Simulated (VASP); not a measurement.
Output of a VASP run:

**OSZICAR**
```
       N       E                     dE             d eps       ncg     rms          rms(c)
DAV:   1     0.819321105550E+02    0.81932E+02   -0.93175E+03   910   0.189E+03
DAV:   2    -0.236718289751E+01   -0.84299E+02   -0.81413E+02   990   0.328E+02
DAV:   3    -0.866980009439E+01   -0.63026E+01   -0.62698E+01  1150   0.761E+01
DAV:   4    -0.877164055540E+01   -0.10184E+00   -0.10181E+00  1065   0.108E+01
DAV:   5    -0.877351358758E+01   -0.18730E-02   -0.18729E-02  1098   0.127E+00    0.291E+00
DAV:   6    -0.862277109323E+01    0.15074E+00   -0.26181E-01  1423   0.105E+01    0.173E+00
DAV:   7    -0.859816011721E+01    0.24611E-01   -0.70075E-02  1276   0.239E+00    0.542E-01
DAV:   8    -0.859870989518E+01   -0.54978E-03   -0.11519E-02  1025   0.146E+00    0.102E-01
DAV:   9    -0.859931044150E+01   -0.60055E-03   -0.11685E-03  1081   0.443E-01    0.508E-02
DAV:  10    -0.859941325502E+01   -0.10281E-03   -0.10049E-04  1123   0.101E-01    0.273E-02
DAV:  11    -0.859949324183E+01   -0.79987E-04   -0.14384E-04   975   0.957E-02    0.321E-03
DAV:  12    -0.859949365151E+01   -0.40968E-06   -0.20531E-06  1115   0.209E-02    0.175E-03
DAV:  13    -0.859949412528E+01   -0.47377E-06   -0.10522E-06   995   0.789E-03    0.776E-04
DAV:  14    -0.859949412254E+01    0.27358E-08   -0.14700E-08   720   0.128E-03
   1 F= -.85994941E+01 E0= -.85994941E+01  d E =0.000000E+00
```

File OUTCAR:
```
------------------------ aborting loop because EDIFF is reached ----------------------------------------
  FORCE on cell =-STRESS in cart. coord.  units (eV):
  Direction    XX          YY          ZZ          XY          YZ          ZX
  --------------------------------------------------------------------------------------
  Total        0.0012292      0.0012292      0.0012292      0.0000000      0.0000000      0.0000000
  in kB        0.0432014      0.0432014      0.0432014      0.0000000      0.0000000      0.0000000
  external PRESSURE =       0.0432014 kB  Pullay stress =       0.0000000 kB
  volume of cell :       45.59
      direct lattice vectors                 reciprocal lattice vectors
     0.000000000  2.835312817  2.835312817    -0.176347385  0.176347385  0.176347385
     2.835312817  0.000000000  2.835312817     0.176347385 -0.176347385  0.176347385
     2.835312817  2.835312817  0.000000000     0.176347385  0.176347385 -0.176347385
  FREE ENERGIE OF THE ION-ELECTRON SYSTEM (eV)
  ---------------------------------------------------
  free  energy   TOTEN  =        -8.5994941225 eV

  energy  without entropy=       -8.5994941225  energy(sigma->0) =       -8.59949412

 total charge

# of ion       s       p       d       tot
------------------------------------------
    1        0.883   0.796   9.993  11.673
    2        1.210   1.589   0.031   2.831
--------------------------------------------------
tot          2.094   2.386  10.024  14.503
```
(Selected blocks of OUTCAR.)

File POSCAR:
```
GaAs
1
    0.0000000000     2.8353128165     2.8353128165
    2.8353128165     0.0000000000     2.8353128165
    2.8353128165     2.8353128165     0.0000000000
Ga As
1 1
Direct
  0.0000000000   0.0000000000   0.0000000000
  0.2500000000   0.2500000000   0.2500000000
```

Question: Write an INCAR and KPOINTS that could have produced this output.

Answer: One answer among several that fit: the input of the run itself, AM05 GGA, plane waves, VASP's PBE PAW potentials (set 64).

INCAR:
```
# general
SYSTEM  = GaAs
PREC    = Accurate
ENCUT   = 520   # plane-wave cut-off (eV)
LREAL   = .FALSE.
LASPH   = .TRUE.   # aspherical one-centre terms

# electronic loop
EDIFF   = 1E-7   # SCF stop (eV)
NELM    = 100
ALGO    = Normal
LMAXMIX = 4   # l cut-off of mixed one-centre charges

# smearing
ISMEAR  = -5

# functional
GGA     = AM

# ions
ISIF    = 2

# output
LWAVE   = .FALSE.
LCHARG  = .TRUE.
LORBIT  = 11   # lm-projected
NEDOS   = 601   # DOS grid
```

File KPOINTS:
```
Regular mesh
0
Gamma
 9 9 9
0 0 0
```

POTCAR, in this order: Ga_d As (PBE.64 set). Program: vasp_std.

The compound is GaAs in the zinc blende structure. It was relaxed first.
